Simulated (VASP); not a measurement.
The system is Be2H.

```
CELL_PARAMETERS angstrom
-1.54712 1.54712 2.88275
1.54712 -1.54712 2.88275
1.54712 1.54712 -2.88275
ATOMIC_POSITIONS crystal
Be 0.37500 0.62500 0.75000
Be 0.87500 0.62500 0.25000
Be 0.37500 0.12500 0.75000
Be 0.37500 0.62500 0.25000
H 0.75000 0.25000 0.50000
H 0.00000 0.00000 0.00000
```

The cell was built by a generator and needn't be a form met in nature.

```yaml
Program: VASP 6.6.1
Task: relaxation of cell and atoms
Functional: PBE
Potentials_or_basis: VASP PAW PBE potentials, release 64 (Be, H)
Cutoff: 600 eV
k_mesh: 12 × 12 × 12
Occupations: gaussian, width 0.05 eV
Spin: no spin polarisation
```

At the start: pressure 130.7 GPa; volume 4.60 Å³/atom.

Problem. Where does the relaxation end?

Solution. Over 12 steps the energy falls by 1030.1 meV/atom and the volume is 8.44 Å³/atom (+83.6 %); space group I4_1/amd (No. 141, to 0.05 Å).

Step by step:
```csv
step,energy change (eV),largest force (eV/Å),pressure (GPa),volume (Å³)
1,0.0000,0.0000,130.67,27.60
2,-6.0018,0.0000,10.56,45.44
3,-6.1483,0.0000,3.47,48.76
4,-6.0662,0.0000,-6.30,55.90
5,-6.1715,0.0000,-0.38,51.09
6,-6.1710,0.0000,0.49,50.52
7,-6.1730,0.0000,0.49,50.48
8,-6.1779,0.0000,0.48,50.35
9,-6.1795,0.0000,0.54,50.07
10,-6.1803,0.0000,0.52,50.16
11,-6.1804,0.0000,0.51,50.20
12,-6.1808,0.0000,-0.22,50.67
```

Final structure:
```cif
data_structure
_symmetry_space_group_name_H-M 'P 1'
_symmetry_Int_Tables_number 1
_cell_length_a 4.3228
_cell_length_b 4.3228
_cell_length_c 4.3228
_cell_angle_alpha 126.341
_cell_angle_beta 126.341
_cell_angle_gamma 79.329
_cell_volume 50.67
loop_
_atom_site_label
_atom_site_type_symbol
_atom_site_fract_x
_atom_site_fract_y
_atom_site_fract_z
_atom_site_occupancy
Be1 Be 0.37500 0.62500 0.75000 1
Be2 Be 0.87500 0.62500 0.25000 1
Be3 Be 0.37500 0.12500 0.75000 1
Be4 Be 0.37500 0.62500 0.25000 1
H1 H 0.75000 0.25000 0.50000 1
H2 H 0.00000 0.00000 0.00000 1
```

Caveat: the volume moved by over 15 % at a fixed basis, so the end points are rough.
